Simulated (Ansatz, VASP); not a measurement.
# SbAs: VASP beside Ansatz

Wanted: the spread between two codes on one cell, functional and k mesh. The cell is generated by rule, not measured, and may not be a known phase. The cell is taken from a series of runs on this material, whose earlier steps may have relaxed, scaled, displaced or heated it; both programs get it as it stands.

Calculated with Ansatz 0.2.0; plane waves, with VASP 6.6.1 beside it; zone-centre phonons at PBEsol.

The structure was built from a prototype and need not be the compound's stable phase.

### 1. Set-up

Symmetry: Fm-3m, No. 225, cubic system. Conventional cell: a = 5.763 Å, b = 5.763 Å, c = 5.763 Å, α = 90.00°, β = 90.00°, γ = 90.00°. Nearest to Sb lie 6 As at 2.88 Å. Nearest to As lie 6 Sb at 2.88 Å. Farther neighbours are not listed.

### 2. Ansatz: zone-centre phonons, PBEsol

Ansatz runs on its default PAW (the set named soft_2) files.

Second derivatives magnify differences that forces hide, and they need a tight electronic threshold.

Input file input.yaml:

```yaml
crystal:
  lattice:
    - [0.0, 2.8813061903, 2.8813061903]
    - [2.8813061903, 0.0, 2.8813061903]
    - [2.8813061903, 2.8813061903, 0.0]
  atoms:
    - { symbol: Sb, position: [0.0, 0.0, 0.0] }
    - { symbol: As, position: [0.5, 0.5, 0.5] }
kpoints:
  mp_grid: { grid: [12, 12, 12] }
hamiltonian:
  xc: pbesol
scf:
  occupations: { method: methfessel_paxton, width: 0.2 }
output:
  eigenvalues: true
phonons:
  method: dfpt
```

Run with:

```console
ansatz run input.yaml --threads 4 --pin off --max-ram 7168MiB --backend cpu --events-out ev --progress --plain --runs-dir out
```

Numbers of over 12 decimals in the logs are rounded to 6 here.

Output:

```text
Engine: ansatz 0.2.0, aarch64-unknown-linux-gnu
Pseudopotentials: kind: paw
Pseudopotential: Sb, paw, valence charge 15, recommended cutoff 420 eV (normal), Sb.paw.azcp
Pseudopotential: As, paw, valence charge 15, recommended cutoff 420 eV (normal), As.paw.azcp
Functional definition: PBEsol
  exchange = pbesol_x
  correlation = pbesol_c
Crystal: 2 atoms, lattice volume = 47.841 Å³
Basis set: ecut = 420 eV, 941 PW (Γ), exchange–correlation on 60×60×60 points (8 copies of the dense FFT grid, shifted against one another)
Bands: 19, of which v1, the nominal top of the filled ones, is band 15 counted from 1 (14 counted from 0)
Symmetry: 48 space group operations
k-points: 163 of 1728 (irreducible under 8 space group operations, time reversal used)
Non-local potential: Sb, projectors of the file, l = 0: 2, l = 1: 2, l = 2: 2, l = 3: 2
Non-local potential: As, projectors of the file, l = 0: 2, l = 1: 2, l = 2: 3, l = 3: 1
PAW form: soft (Blöchl's): semilocal exchange-correlation on the pseudo side does not see the compensation charge
PAW frozen core: Sb, regenerated for the run's functional, and the local potential with it (the file was generated under x = pbe(κ = 0.804, μ = 0.219515), c = pbe(β = 0.066725))
PAW frozen core: As, regenerated for the run's functional, and the local potential with it (the file was generated under x = pbe(κ = 0.804, μ = 0.219515), c = pbe(β = 0.066725))
PAW one-centre angular grid: Sb, 590 points (default); XC on 64 Gauss nodes
PAW one-centre angular grid: As, 590 points (default); XC on 64 Gauss nodes
Initial density: superposition of atomic densities (neutral atoms: chi_scale 0, normalization atom), corrected by the library's trained network
Initial wavefunctions: pseudopotential atomic-orbital guess
Functional: x = pbesol(κ = 0.804, μ = 0.123457), c = pbesol(β = 0.046)
SCF iter   1: F=—  HF=-11221.049695 eV  |F-HF|=—  |Δ(HF+E_count)|=         —  Δρ=2.78e-3  dr2=6.05e-3  ethr=1.77e-3  ⟨swp⟩=5.2  Hψ=14295  notcnv=0
preconditioner: auto → Kerker (q_TF=auto, 2.524 Å⁻¹)  [metal: Δε(μ)=0.076 eV  Ē_g=9.535 eV  σ=0.200 eV  W_gap=0.32  n_scr=14 (ndim 8)  ℏωp=17.0 eV  f_vac=0.000  D(μ)=0.96/eV (n_scr^D=8)]
SCF iter   2: F=—  HF=-11221.047001 eV  |F-HF|=—  |Δ(HF+E_count)|=   2.69e-3  S|Δr|=    0.00e0  Δρ=1.55e-3  dr2=1.28e-3  ethr=2.02e-5  ⟨swp⟩=2.6  Hψ=6863  notcnv=0
SCF iter   3: F=—  HF=-11221.046700 eV  |F-HF|=—  |Δ(HF+E_count)|=   3.01e-4  S|Δr|=    0.00e0  Δρ=4.50e-4  dr2=1.49e-4  ethr=4.28e-6  ⟨swp⟩=2.1  Hψ=4012  notcnv=0
SCF iter   4: F=—  HF=-11221.046689 eV  |F-HF|=—  |Δ(HF+E_count)|=   1.04e-5  S|Δr|=    0.00e0  Δρ=2.10e-4  dr2=2.23e-5  ethr=4.98e-7  ⟨swp⟩=2.1  Hψ=3866  notcnv=0
SCF iter   5: F=—  HF=-11221.046694 eV  |F-HF|=—  |Δ(HF+E_count)|=   4.88e-6  S|Δr|=    0.00e0  Δρ=6.37e-5  dr2=2.59e-6  ethr=7.42e-8  ⟨swp⟩=2.2  Hψ=4609  notcnv=0
SCF iter   6: F=—  HF=-11221.046693 eV  |F-HF|=—  |Δ(HF+E_count)|=   8.90e-7  S|Δr|=    0.00e0  Δρ=3.28e-5  dr2=2.64e-7  ethr=8.62e-9  ⟨swp⟩=2.0  Hψ=4735  notcnv=0
SCF iter   7: F=—  HF=-11221.046693 eV  |F-HF|=—  |Δ(HF+E_count)|=   2.84e-7  S|Δr|=    0.00e0  Δρ=6.09e-6  dr2=1.50e-8  ethr=8.79e-10  ⟨swp⟩=2.0  Hψ=5550  notcnv=0
SCF iter   8: F=—  HF=-11221.046693 eV  |F-HF|=—  |Δ(HF+E_count)|=   2.44e-9  S|Δr|=    0.00e0  Δρ=1.31e-6  dr2=6.63e-10  ethr=5.01e-11  ⟨swp⟩=3.0  Hψ=4897  notcnv=0
SCF iter   9: F=-11221.046693 eV  HF=-11221.046693 eV  |F-HF|=5.46e-12  |Δ(HF+E_count)|=  1.04e-10  S|Δr|=    0.00e0  Δρ=1.28e-7  dr2=5.75e-12  ethr=1.00e-12  ⟨swp⟩=4.4  Hψ=14451  notcnv=0
SCF 1 converged in 9 iterations: F = -11221.046693 eV  dr2 = 5.75e-12
  greatest PAW one-centre occupation: 0.999 electrons in one spin orbital (limit 2), on the As atom at site 1 (counted from 0), in its partial waves of l = 2
DFPT response loops at Γ: preconditioner auto → Kerker (q_TF=auto, 2.524 Å⁻¹) (partly filled bands, converged f_vac=0.000); β = 1.00, the filter's whole step (`scf.mixing.beta` (0.50) is not read by the response loops under this deck's `scf.mixing.preconditioner`; to damp them name `kerker` or `kerker_dos`, under which they read `scf.mixing.beta`, and type it under 1.00, their step now; both keys bind the ground state too); Broyden in place of MSR1
SCF converged after 9 iterations
Stability not checked: this state was not tested for a lower state beside it, because cold or Methfessel-Paxton smearing, or corrected tetrahedra, fill the levels in a way that the test cannot read (fill_not_monotonic; see scf.lower_state_search)
Free energy (F): -11221.046693 eV
Harris-Foulkes:  -11221.046693 eV  (|F-HF|=5.46e-12)
Internal energy: -11221.045452 eV  (E = F + TS)
E sigma→0 (E₀):  -11221.046383 eV
Entropy (-TS):   -0.001241 eV (-0.620 meV/atom)
Fermi energy:    11.147655 eV
--- Per-component energies (eV) ---
  E_band       = -373.720880
  E_kinetic    = 310.526527
  E_local      = -3117.113778  (includes V_loc(G=0)·N_el)
  E_nonlocal   = -304.512557
  E_hartree    = 1587.714707
  E_xc         = -216.718205
  E_vxc        = -176.529580  (∫ρ·V_xc dr)
  E_paw        = -6291.806342  (= ΣΔE_a)
  E_vpaw       = -261.521039  (= ΣTr[D̂ρ^β])
  E_aug_tail   = 0.000005  (compensation charges beyond the density's cutoff)
  E_ewald      = -3190.434096
  E_core_change = 1.298286  (= ΣΔE_core)
  E_smearing   = -0.001241  (= −TS)
  E_closure    = 0.000000  (closes the sum)
  Σ components = -11221.046693   (vs F -11221.046693, Δ=0.00e0)
--- Band table (eV; the first three rows and the last of 163) ---
  k-point 0: bands = [... 11 lower, 6.3765, 9.2932, 9.2932, 9.2932, 14.9349, 14.9349, 14.9349, 16.4399]
  k-point 1: bands = [... 11 lower, 5.9214, 9.3054, 9.3054, 9.5756, 14.5052, 14.5052, 14.6024, 16.3527]
  k-point 2: bands = [... 11 lower, 4.9197, 9.3516, 9.3516, 10.0657, 13.6257, 13.6257, 13.9019, 16.4143]
  k-point 162: bands = [... 11 lower, 1.8662, 5.6467, 5.6467, 11.1572, 11.6003, 16.5979, 16.5979, 18.1647]
--- Phonons (Γ-DFPT): 2 representative perturbations + reference, on 163 of 1728 k-points (Σ response iterations 6) ---
  k mesh reduced under 8 symmetry operations, with k and −k counted as one. Each operation leaves every solved perturbation unchanged. A smaller set is not used because it would not reduce the number of displacements times k-points to solve
  ASR residual: 1.215e-5 → 0.000e0 eV/Å²; symmetrization residual: 9.050e-6 eV/Å²
  ASR residual per site (eV/Å²): 1.22e-5 1.77e-6
  Γ frequencies (cm⁻¹): -143.38 -143.38 -143.38 0.00 0.00 0.00
  non-analytic LO–TO correction: not included (Born effective charges unavailable; polar crystals: no LO–TO splitting at Γ)
```

The column dr2 measures how far the density is from self-consistency, as an energy; F and HF (Harris–Foulkes) agree once it is small.

### 3. VASP: zone-centre phonons, PBEsol

The same cell, functional, mesh and smearing now go to VASP, with its own data sets.

Lines of VASP's logs that name or quote its potential files are left out, and so is its time.

Input file INCAR:

```
SYSTEM = SbAs
PREC = Accurate
ENCUT = 500
EDIFF = 1E-08
NELM = 120
ISMEAR = 1
SIGMA = 0.2
LREAL = .FALSE.
ALGO = Normal
GGA = PS
NBANDS = 11
LORBIT = 11
LWAVE = .FALSE.
LCHARG = .FALSE.
ISIF = 2
IBRION = 8
LASPH = .TRUE.
GGA_COMPAT = .FALSE.
KPAR = 2
```

Input file POSCAR:

```
SbAs
1.0
    0.0000000000      2.8813061903      2.8813061903
    2.8813061903      0.0000000000      2.8813061903
    2.8813061903      2.8813061903      0.0000000000
Sb As
1 1
Direct
    0.0000000000      0.0000000000      0.0000000000
    0.5000000000      0.5000000000      0.5000000000
```

Input file KPOINTS:

```
Automatic mesh
0
Gamma
12 12 12
0 0 0
```

Potentials, in the order of the species: Sb and As (PBE family, release 64).

Run with:

```console
mpirun -np 2 vasp_std
```

Output:

```text
[banner, memory and clock lines left out]
running    2 mpi-ranks, on    1 nodes
 distrk:  each k-point on    1 cores,    2 groups
 distr:  one band on    1 cores,    1 groups

 POSCAR found type information on POSCAR SbAs
 POSCAR found :  2 types and       2 ions
|                                                                             |
|               ----> ADVICE to this user running VASP <----                  |
|                                                                             |
|     You enforced a specific xc type in the INCAR file but a different       |
|     [... a line on the potential file left out ...]
|     I HOPE YOU KNOW WHAT YOU ARE DOING!                                     |
|                                                                             |

 LDA part: xc-table for (Slater+PW92), standard interpolation
 POSCAR, INCAR and KPOINTS ok, starting setup
 FFT: planning ... GRIDC
 FFT: planning ... GRID_SOFT
 FFT: planning ... GRID
 WAVECAR not read
 entering main loop
       N       E                     dE             d eps       ncg     rms          rms(c)
DAV:   1     0.267687862572E+02    0.26769E+02   -0.37130E+03  1584   0.689E+02
DAV:   2    -0.806518802331E+01   -0.34834E+02   -0.33884E+02  2194   0.112E+02
DAV:   3    -0.967450311532E+01   -0.16093E+01   -0.15855E+01  1865   0.248E+01
DAV:   4    -0.968864042478E+01   -0.14137E-01   -0.14132E-01  1803   0.263E+00
DAV:   5    -0.968873388647E+01   -0.93462E-04   -0.93462E-04  1878   0.240E-01    0.303E+00
DAV:   6    -0.961846030356E+01    0.70274E-01   -0.27686E-01  1677   0.181E+00    0.181E+00
DAV:   7    -0.961721675452E+01    0.12435E-02   -0.22079E-02  1842   0.790E-01    0.733E-01
DAV:   8    -0.961640290309E+01    0.81385E-03   -0.20034E-03  1716   0.221E-01    0.929E-02
DAV:   9    -0.961636480815E+01    0.38095E-04   -0.45615E-04  1745   0.101E-01    0.482E-02
DAV:  10    -0.961636383560E+01    0.97254E-06   -0.29251E-05  1821   0.349E-02    0.731E-03
DAV:  11    -0.961636411706E+01   -0.28146E-06   -0.31352E-06  1782   0.990E-03    0.291E-03
DAV:  12    -0.961636388529E+01    0.23177E-06   -0.12966E-07  1785   0.224E-03    0.102E-03
DAV:  13    -0.961636392946E+01   -0.44166E-07   -0.66359E-09  1095   0.463E-04    0.483E-04
DAV:  14    -0.961636398796E+01   -0.58506E-07   -0.67129E-10   942   0.199E-04    0.151E-04
DAV:  15    -0.961636397575E+01    0.12213E-07   -0.10747E-10   918   0.757E-05    0.949E-06
DAV:  16    -0.961636397666E+01   -0.91222E-09   -0.10981E-11   900   0.289E-05
   1 F= -.96163640E+01 E0= -.96159431E+01  d E =-.126252E-02
 Linear response reoptimize wavefunctions to high precision
DAV:   1    -0.961636397547E+01    0.11875E-08   -0.37952E-12   948   0.125E-05
DAV:   2    -0.961636397547E+01    0.43201E-11   -0.91897E-13   894   0.556E-06
 Linear response DOF=           2
 Linear response progress:
  Degree of freedom:   1/  2
       N       E                     dE             d eps       ncg     rms          rms(c)
RMM:   1    -0.233042122573E-01   -0.23304E-01    0.14088E-02  7131   0.120E+00
RMM:   2    -0.237505338862E-01   -0.44632E-03   -0.15290E-03  5686   0.231E-01    0.754E-02
RMM:   3    -0.237093221892E-01    0.41212E-04   -0.29851E-05  5849   0.366E-02    0.445E-02
RMM:   4    -0.237884200852E-01   -0.79098E-04   -0.16072E-05  5716   0.270E-02    0.300E-03
RMM:   5    -0.238087288164E-01   -0.20309E-04   -0.35109E-07  5964   0.390E-03    0.875E-04
RMM:   6    -0.238115054670E-01   -0.27767E-05   -0.17881E-08  5390   0.746E-04    0.312E-04
RMM:   7    -0.238105146028E-01    0.99086E-06   -0.20642E-09  6037   0.230E-04    0.310E-05
RMM:   8    -0.238105996946E-01   -0.85092E-07   -0.23254E-09  6115   0.303E-05    0.151E-05
RMM:   9    -0.238105420553E-01    0.57639E-07   -0.24684E-09  6179   0.138E-05    0.141E-06
RMM:  10    -0.238105486532E-01   -0.65979E-08   -0.33534E-09  5468   0.253E-06    0.606E-07
 first order change of Fermi-energy  -0.57223E-04
 force on displaced ion       1 direction 1 :   3.297   0.000   0.000
 Linear response progress:
  Degree of freedom:   2/  2
       N       E                     dE             d eps       ncg     rms          rms(c)
RMM:   1    -0.420621894318E-01   -0.42062E-01    0.69505E-02  8179   0.110E+00
RMM:   2    -0.433927172651E-01   -0.13305E-02   -0.13481E-03  5636   0.214E-01    0.843E-02
RMM:   3    -0.435100458810E-01   -0.11733E-03   -0.35004E-05  5895   0.361E-02    0.491E-02
RMM:   4    -0.438457067109E-01   -0.33566E-03   -0.27841E-05  5842   0.335E-02    0.340E-03
RMM:   5    -0.438514110210E-01   -0.57043E-05   -0.35224E-07  6062   0.424E-03    0.169E-03
RMM:   6    -0.438434324297E-01    0.79786E-05   -0.32765E-09  6085   0.622E-04    0.466E-04
RMM:   7    -0.438432874508E-01    0.14498E-06   -0.36889E-10  5988   0.189E-04    0.717E-05
RMM:   8    -0.438434785332E-01   -0.19108E-06   -0.27541E-10  6247   0.561E-05    0.918E-06
RMM:   9    -0.438433612665E-01    0.11727E-06    0.70312E-10  6333   0.121E-05    0.167E-06
RMM:  10    -0.438433733191E-01   -0.12053E-07    0.41402E-10  5507   0.303E-06    0.670E-07
RMM:  11    -0.438433711789E-01    0.21402E-08   -0.10033E-09  3722   0.177E-06    0.131E-07
 first order change of Fermi-energy   0.18602E-03
 force on displaced ion       2 direction 1 :   3.297   0.000   0.000
 Linear response finished
```

Parts of OUTCAR (step 3):

```text
ion  position               nearest neighbor table
   1  0.000  0.000  0.000-   2 2.88   2 2.88   2 2.88   2 2.88   2 2.88   2 2.88
   2  0.500  0.500  0.500-   1 2.88   1 2.88   1 2.88   1 2.88   1 2.88   1 2.88

  LATTYP: Found a face centered cubic cell.
 ALAT       =     5.7626123806

 Subroutine GETGRP returns: Found 48 space group operations
 (whereof 48 operations were pure point group operations)

The static configuration has the point symmetry O_h .

 Found     72 irreducible k-points:

   k-points           NKPTS =     72   k-points in BZ     NKDIM =     72   number of bands    NBANDS=     11

   dimension x,y,z NGX =    30 NGY =   30 NGZ =   30
   dimension x,y,z NGXF=    60 NGYF=   60 NGZF=   60

   ENCUT  =  500.0 eV  36.75 Ry    6.06 a.u.   7.43  7.43  7.43*2*pi/ulx,y,z

   NELECT =      10.0000    total number of electrons

 k-points in reciprocal lattice and weights: Automatic mesh
   0.00000000  0.00000000  0.00000000       0.001
   0.08333333  0.00000000  0.00000000       0.005
   0.16666667  0.00000000  0.00000000       0.005
   0.25000000  0.00000000  0.00000000       0.005
   0.33333333  0.00000000  0.00000000       0.005
   0.41666667  0.00000000  0.00000000       0.005
   0.50000000  0.00000000  0.00000000       0.002
   0.08333333  0.08333333  0.00000000       0.003
   0.16666667  0.08333333  0.00000000       0.014
[...]
-0.33333333  0.50000000  0.16666667       0.007
  -0.25000000  0.50000000  0.25000000       0.003

 average (electrostatic) potential at core
       1 -85.8647       2 -47.6611

  Total        0.0440010      0.0440010      0.0440010      0.0000000      0.0000000      0.0000000
  in kB        1.4735825      1.4735825      1.4735825      0.0000000      0.0000000      0.0000000
  external PRESSURE =       1.4735825 kB  Pullay stress =       0.0000000 kB

  energy-cutoff  :      500.00
  volume of cell :       47.84
      direct lattice vectors                 reciprocal lattice vectors
     0.000000000  2.881306190  2.881306190    -0.173532408  0.173532408  0.173532408
     2.881306190  0.000000000  2.881306190     0.173532408 -0.173532408  0.173532408
     2.881306190  2.881306190  0.000000000     0.173532408  0.173532408 -0.173532408

 POSITION                                       TOTAL-FORCE (eV/Angst)
 -----------------------------------------------------------------------------------
      0.00000      0.00000      0.00000         0.000000      0.000000     -0.000000
      2.88131      2.88131      2.88131        -0.000000      0.000000      0.000000
 -----------------------------------------------------------------------------------
    total drift:                               -0.000000     -0.000000      0.000000

 Eigenvectors and eigenvalues of the dynamical matrix
 ----------------------------------------------------

   1 f  =    0.000055 THz     0.000343 2PiTHz    0.001820 cm-1     0.000226 meV
             X         Y         Z           dx          dy          dz
      0.000000  0.000000  0.000000     0.000000   -0.786790    0.000000
      2.881306  2.881306  2.881306     0.000000   -0.617221    0.000000

   2 f  =    0.000055 THz     0.000343 2PiTHz    0.001820 cm-1     0.000226 meV
             X         Y         Z           dx          dy          dz
      0.000000  0.000000  0.000000    -0.786790    0.000000    0.000000
      2.881306  2.881306  2.881306    -0.617221    0.000000    0.000000

   3 f  =    0.000055 THz     0.000343 2PiTHz    0.001820 cm-1     0.000226 meV
             X         Y         Z           dx          dy          dz
      0.000000  0.000000  0.000000     0.000000    0.000000   -0.786790
      2.881306  2.881306  2.881306     0.000000    0.000000   -0.617221

   4 f/i=    4.168195 THz    26.189543 2PiTHz  139.036028 cm-1    17.238263 meV
             X         Y         Z           dx          dy          dz
      0.000000  0.000000  0.000000     0.000000    0.617221    0.000000
      2.881306  2.881306  2.881306     0.000000   -0.786790    0.000000

   5 f/i=    4.168195 THz    26.189543 2PiTHz  139.036028 cm-1    17.238263 meV
             X         Y         Z           dx          dy          dz
      0.000000  0.000000  0.000000     0.000000    0.000000   -0.617221
      2.881306  2.881306  2.881306     0.000000    0.000000    0.786790

   6 f/i=    4.168195 THz    26.189543 2PiTHz  139.036028 cm-1    17.238263 meV
             X         Y         Z           dx          dy          dz
      0.000000  0.000000  0.000000    -0.617221    0.000000    0.000000
      2.881306  2.881306  2.881306     0.786790    0.000000    0.000000

 ELASTIC MODULI CONTR FROM IONIC RELAXATION (kBar)
 Direction    XX          YY          ZZ          XY          YZ          ZX
 --------------------------------------------------------------------------------
 XX           0.0000      0.0000      0.0000      0.0000      0.0000      0.0000
 YY           0.0000      0.0000      0.0000      0.0000      0.0000      0.0000
 ZZ           0.0000      0.0000      0.0000      0.0000      0.0000      0.0000
 XY           0.0000      0.0000      0.0000      0.0000      0.0000      0.0000
 YZ           0.0000      0.0000      0.0000      0.0000      0.0000      0.0000
 ZX           0.0000      0.0000      0.0000      0.0000      0.0000      0.0000
 --------------------------------------------------------------------------------
```

### 4. Comparison

Known differences besides the potentials themselves: the data sets hold 30 valence electrons in Ansatz (on its default PAW (the set named soft_2) files) and 10 in VASP; the cutoff is 420 eV in Ansatz and 500 eV in VASP; Ansatz makes its cores anew for this functional, VASP keeps those of its PBE data sets. Total energies have different zeros and are not compared.

Compared:

```csv
quantity,Ansatz,VASP,difference
"optical mode 1 to 3 (imaginary, printed as negative) (cm⁻¹)",-143.4,-139.0,-4.3
```

Modes are paired by rising frequency, not by their patterns, so a pair may set unlike modes beside each other; they are those without the splitting of longitudinal modes.

### 5. Summary of results

```yaml
r_m_s_difference_of_the_optical_zone_centre_modes_each_program_s_sorted_by_frequency_zone_centre_phonons_pbesol: 4.3 cm⁻¹
```

In words: The r.m.s. difference of the optical zone-centre modes, each program's sorted by frequency is 4.3 cm⁻¹ (zone-centre phonons, PBEsol). The data sets hold unlike numbers of valence electrons (30 in Ansatz and 10 in VASP), so part of the differences comes from the potentials. How closely two codes agree says nothing of how well the functional describes the real material.

[Lines on the potential files, build, host, timing and source positions are cut from VASP's logs without a mark.]

[Logs are printed without paths, hosts, clocks, repeated set-up lines and the standing remarks that a program may print on its own settings, such as how far it seeks lower states.]

[Hosts, paths, dates, database ids (printed as entryN), source tags and the programs' standing remarks are cut or masked in the printed files.]
